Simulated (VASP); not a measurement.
# RbLi (Fm-3m) in VASP: notebook

One crystal, RbLi, is run at these levels: PBE; tasks: single point, relaxation of cell and atoms.

All numbers are computed with VASP 6.6.1; they aren't measurements. Logs are shortened: lines on timing, memory, paths and dates and some standing lists are left out, and cuts for length are marked.

### Step 1. The cell of the first run

Symmetry: Fm-3m, No. 225, cubic system. Conventional cell: a = 7.871 Å, b = 7.871 Å, c = 7.871 Å, α = 90.00°, β = 90.00°, γ = 90.00°. Rb (site symmetry m-3m) is surrounded by 6 Li at 3.94 Å. Li (site symmetry m-3m) is surrounded by 6 Rb at 3.94 Å.

The cell was built by a generator and needn't be a form met in nature.

### Step 2. Single point, PBE (random cell by space group and Wyckoff sites (Fm-3m, No. 225))

INCAR reads:

```
PREC = Accurate ; ENCUT = 520
EDIFF = 1E-7 ; ISMEAR = 0
SIGMA = 0.1 ; LREAL = False
LASPH = True ; NELM = 60
ALGO = Normal ; ISIF = 2
LWAVE = False ; LCHARG = False
GGA = PE ; NBANDS = 13
```

KPOINTS reads:

```
Automatic mesh
0
Gamma
  12 12 12
```

POSCAR reads:

```
RbLi
1.0
    0.0000000000      3.9356197464      3.9356197464
    3.9356197464      0.0000000000      3.9356197464
    3.9356197464      3.9356197464      0.0000000000
Rb Li
1 1
Direct
    0.5000000000      0.5000000000      0.5000000000
    0.0000000000      0.0000000000      0.0000000000
```

Potentials or basis: VASP PAW PBE potentials, release 64 (Rb_sv, Li_sv).

Launch:

```
cat potpaw_PBE.64/Rb_sv/POTCAR potpaw_PBE.64/Li_sv/POTCAR > POTCAR
mpirun -np 1 vasp_std > vasp.out
```

OUTCAR:

```text
PREC = Accurate
   ENCUT = 520
   EDIFF = 1E-7
   ISMEAR = 0
   LREAL = False
   LASPH = True
   NELM = 60
   ISIF = 2
   GGA = PE

 ion  position               nearest neighbor table
   1  0.500  0.500  0.500-   2 3.94   2 3.94   2 3.94   2 3.94   2 3.94   2 3.94
   2  0.000  0.000  0.000-   1 3.94   1 3.94   1 3.94   1 3.94   1 3.94   1 3.94

  LATTYP: Found a face centered cubic cell.
 ALAT       =     7.8712394928

  Lattice vectors:

 A1 = (   0.0000000000,   3.9356197464,   3.9356197464)
 A2 = (   3.9356197464,   0.0000000000,   3.9356197464)
 A3 = (   3.9356197464,   3.9356197464,   0.0000000000)

Analysis of symmetry for initial positions (statically):
=====================================================================
 Subroutine PRICEL returns:
 Original cell was already a primitive cell.

 Routine SETGRP: Setting up the symmetry group for a
 face centered cubic supercell.

 Subroutine GETGRP returns: Found 48 space group operations
 (whereof 48 operations were pure point group operations)
 out of a pool of 48 trial point group operations.

The static configuration has the point symmetry O_h .

Analysis of symmetry for dynamics (positions and initial velocities):
=====================================================================
 Subroutine PRICEL returns:
 Original cell was already a primitive cell.

 Routine SETGRP: Setting up the symmetry group for a
 face centered cubic supercell.

 Subroutine GETGRP returns: Found 48 space group operations
 (whereof 48 operations were pure point group operations)
 out of a pool of 48 trial point group operations.

The dynamic configuration has the point symmetry O_h .

 Subroutine INISYM returns: Found 48 space group operations
 (whereof 48 operations are pure point group operations),
 and found     1 'primitive' translations

----------------------------------------------------------------------------------------

                                     Primitive cell

  volume of cell :     121.9184

  direct lattice vectors                    reciprocal lattice vectors
     0.000000000  3.935619746  3.935619746    -0.127044794  0.127044794  0.127044794
     3.935619746  0.000000000  3.935619746     0.127044794 -0.127044794  0.127044794
     3.935619746  3.935619746  0.000000000     0.127044794  0.127044794 -0.127044794

  length of vectors
     5.565806822  5.565806822  5.565806822     0.220048038  0.220048038  0.220048038

  position of ions in fractional coordinates (direct lattice)
     0.500000000  0.500000000  0.500000000
     0.000000000  0.000000000  0.000000000

  ion indices of the primitive-cell ions
   primitive index   ion index
                 1           1
                 2           2

----------------------------------------------------------------------------------------

 KPOINTS: Automatic mesh

Automatic generation of k-mesh.
 Grid dimensions read from file:
 generate k-points for:   12   12   12

 Generating k-lattice:

  Cartesian coordinates                     Fractional coordinates (reciprocal lattice)
    -0.010587066  0.010587066  0.010587066     0.083333333  0.000000000  0.000000000
     0.010587066 -0.010587066  0.010587066     0.000000000  0.083333333  0.000000000
     0.010587066  0.010587066 -0.010587066     0.000000000  0.000000000  0.083333333

  Length of vectors
     0.018337337  0.018337337  0.018337337

  Shift w.r.t. Gamma in fractional coordinates (k-lattice)
     0.000000000  0.000000000  0.000000000

 Subroutine IBZKPT returns following result:
 ===========================================

 Found     72 irreducible k-points:

 Following reciprocal coordinates:
            Coordinates               Weight
  0.000000  0.000000  0.000000      1.000000
  0.083333  0.000000  0.000000      8.000000
  0.166667  0.000000  0.000000      8.000000
  0.250000  0.000000  0.000000      8.000000
  0.333333  0.000000  0.000000      8.000000
  0.416667  0.000000  0.000000      8.000000
[... 16 lines left out ...]
  0.500000  0.166667  0.000000     24.000000
 -0.416667  0.166667  0.000000     24.000000
 [... further k-points ...]
   k-points           NKPTS =     72   k-points in BZ     NKDIM =     72   number of bands    NBANDS=     13
   number of dos      NEDOS =    301   number of ions     NIONS =      2
   total plane-waves  NPLWV =  74088
   dimension x,y,z NGX =    42 NGY =   42 NGZ =   42
   dimension x,y,z NGXF=    84 NGYF=   84 NGZF=   84
   ions per type =               1   1
   NGX,Y,Z   is equivalent  to a cutoff of  12.55, 12.55, 12.55 a.u.
   NGXF,Y,Z  is equivalent  to a cutoff of  25.09, 25.09, 25.09 a.u.
 SYSTEM =  unknown system
   PREC   = accura    normal or accurate (medium, high low for compatibility)
   ISTART =      0    job   : 0-new  1-cont  2-samecut
   ICHARG =      2    charge: 1-file 2-atom 10-const
   ISPIN  =      1    spin polarized calculation?
   LNONCOLLINEAR =      F non collinear calculations
   LSORBIT =      F    spin-orbit coupling
   LASPH  =      T    aspherical Exc in radial PAW
   ENCUT  =  520.0 eV  38.22 Ry    6.18 a.u.  10.35 10.35 10.35*2*pi/ulx,y,z
   NELM   =     60;   NELMIN=  2; NELMDL= -5     # of ELM steps
   EDIFF  = 0.1E-06   stopping-criterion for ELM
   LREAL  =      F    real-space projection
   EDIFFG = 0.1E-05   stopping-criterion for IOM
   NSW    =      0    number of steps for IOM
   IBRION =     -1    ionic relax: 0-MD 1-quasi-New 2-CG
   NFREE  =      0    steps in history (QN), initial steepest desc. (CG)
   ISIF   =      2    stress and relaxation
   ISYM   =      2    0-nonsym 1-usesym 2-fastsym
   POTIM  = 0.5000    time-step for ionic-motion
   TEBEG  =    0.0;   TEEND  =   0.0 temperature during run
   PSTRESS=    0.0 pullay stress
   NELECT =      12.0000    total number of electrons
   NUPDOWN=      -1.0000    fix difference up-down
   EMIN   =  10.00;   EMAX   =-10.00  energy-range for DOS
   EFERMI =   0.00;   METHOD = LEGACY
   ISMEAR =     0;   SIGMA  =   0.10  broadening in eV -4-tet -1-fermi 0-gaus
   EFERMI_NEDOS =   21; number of points for ismear=-14 and -15
   IALGO  =     38    algorithm
   IMIX   =      4    mixing-type and parameters
     AMIX     =   0.40;   BMIX     =  1.00
     AMIX_MAG =   1.60;   BMIX_MAG =  1.00
  volume/ion in A,a.u.               =      60.96       411.37
  Fermi-wavevector in a.u.,A,eV,Ry     =   0.755867  1.428382  7.773486  0.571335
  Thomas-Fermi vector in A             =   1.853859
   LORBIT       =      0    0 simple, 1 ext, 2 COOP (PROOUT), +10 PAW based schemes
   GGA     = PE    functional components
   LHFCALC =     F    Hartree Fock is set to
   AEXX    =    0.0000 exact exchange contribution
   IVDW    =     0    specifies the selected vdW correction
   LEPSILON=     F    determine dielectric tensor
   LRPA    =     F    only Hartree local field effects (RPA)
 non-spin polarized calculation
 Gauss-broadening in eV      SIGMA  =   0.10
  energy-cutoff  :      520.00
  volume of cell :      121.92
 maximum number of plane-waves:      3306
 NGX is ok and might be reduce to    42
   NGX = 21   NGY = 21   NGZ = 21

 number of electron      12.0000007 magnetization

 Free energy of the ion-electron system (eV)
  ---------------------------------------------------
  ext. energy  EPLUGINS =         0.00000000
  ---------------------------------------------------
  free energy    TOTEN  =        -2.19019865 eV

  energy without entropy =       -2.18141824  energy(sigma->0) =       -2.18580844

 E-fermi :  -0.2768     XC(G=0):  -5.6702

 val. band max:       -0.3195853257   @ k =  -0.4167   0.1667   0.0000
 cond. band min:      -0.2539554471   @ k =  -0.3333   0.5000   0.1667
 fundamental gap:      0.0656298785
 Fermi energy:        -0.2768328693

 k-point     1 :       0.0000    0.0000    0.0000
  band No.  band energies     occupation
      1     -48.3934      2.00000
      2     -28.6343      2.00000
      3     -12.7174      2.00000
      4     -12.7174      2.00000
      5     -12.7174      2.00000
      6      -2.4629      2.00000
      7       3.0808      0.00000
      8       3.0808      0.00000
      9       3.0808      0.00000
     10       3.1602      0.00000
     11       3.1602      0.00000
     12       3.1602      0.00000
     13       4.0791      0.00000

 k-point     2 :       0.0833    0.0000    0.0000
  band No.  band energies     occupation
      1     -48.3934      2.00000
      2     -28.6342      2.00000
      3     -12.7200      2.00000
      4     -12.7178      2.00000
      5     -12.7178      2.00000
      6      -2.4067      2.00000
      7       2.5193      0.00000
      8       2.8169      0.00000
      9       2.8169      0.00000
     10       3.3080      0.00000
     11       3.3081      0.00000
     12       3.5035      0.00000
     13       4.3133      0.00000

 k-point     3 :       0.1667    0.0000    0.0000
  band No.  band energies     occupation
      1     -48.3934      2.00000
      2     -28.6340      2.00000
      3     -12.7271      2.00000
      4     -12.7187      2.00000
      5     -12.7187      2.00000
      6      -2.2402      2.00000
      7       1.8456      0.00000
      8       2.4760      0.00000
      9       2.4760      0.00000
     10       3.4969      0.00000
     11       3.4969      0.00000
     12       3.6519      0.00000
     13       4.8066      0.00000
[... 305 lines left out ...]
 k-point    23 :       0.5000    0.1667    0.0000
  band No.  band energies     occupation
      1     -48.3934      2.00000
      2     -28.6333      2.00000
      3     -12.7520      2.00000
      4     -12.7282      2.00000
      5     -12.7248      2.00000
      6      -0.8355      2.00000
      7      -0.1302      0.03812
      8       1.3264      0.00000
      9       1.7958      0.00000
     10       3.4051      0.00000
     11       4.6027      0.00000
     12       5.0892      0.00000
     13       5.2179      0.00000

 k-point    24 :      -0.4167    0.1667    0.0000
  band No.  band energies     occupation
      1     -48.3934      2.00000
      2     -28.6333      2.00000
      3     -12.7523      2.00000
      4     -12.7295      2.00000
      5     -12.7239      2.00000
      6      -0.6625      2.00000
      7      -0.3196      1.45456
      8       1.2691      0.00000
      9       1.7826      0.00000
     10       3.6542      0.00000
     11       4.4976      0.00000
     12       4.6456      0.00000
     13       5.3702      0.00000

 [... further k-points ...]

------------------------ aborting loop because EDIFF is reached ----------------------------------------

  FORCE on cell =-STRESS in cart. coord.  units (eV):
  Direction    XX          YY          ZZ          XY          YZ          ZX
  --------------------------------------------------------------------------------------
  -------------------------------------------------------------------------------------
  Total       -0.0079860     -0.0079860     -0.0079860      0.0000000      0.0000000      0.0000000
  in kB       -0.1049471     -0.1049471     -0.1049471      0.0000000      0.0000000      0.0000000
  external PRESSURE =      -0.1049471 kB  Pullay stress =       0.0000000 kB

 VOLUME and BASIS-vectors are now :
 -----------------------------------------------------------------------------
  energy-cutoff  :      520.00
  volume of cell :      121.92
      direct lattice vectors                 reciprocal lattice vectors
     0.000000000  3.935619746  3.935619746    -0.127044794  0.127044794  0.127044794
     3.935619746  0.000000000  3.935619746     0.127044794 -0.127044794  0.127044794
     3.935619746  3.935619746  0.000000000     0.127044794  0.127044794 -0.127044794

 POSITION                                       TOTAL-FORCE (eV/Angst)
 -----------------------------------------------------------------------------------
      3.93562      3.93562      3.93562        -0.000000      0.000000     -0.000000
      0.00000      0.00000      0.00000         0.000000     -0.000000      0.000000
 -----------------------------------------------------------------------------------
    total drift:                               -0.000000     -0.000000     -0.000000

  FREE ENERGIE OF THE ION-ELECTRON SYSTEM (eV)
  ---------------------------------------------------
  free  energy   TOTEN  =        -2.1901986465 eV

  energy  without entropy=       -2.1814182391  energy(sigma->0) =       -2.18580844
```

Run time: 68 s. Hardware: 1 thread of AMD EPYC 9R45 (Zen 5), shared host; peak memory 0.27 GiB.

What came out:

* Free energy: -2.1902 eV
* Band gap on the k mesh: none (metal or under the smearing width)

Caveat: the cutoff is under 1.25 times the usual one of these potentials, so pressure, stress and relaxed cells hold a basis-set (Pulay) error.

[end of part 1 of 2]
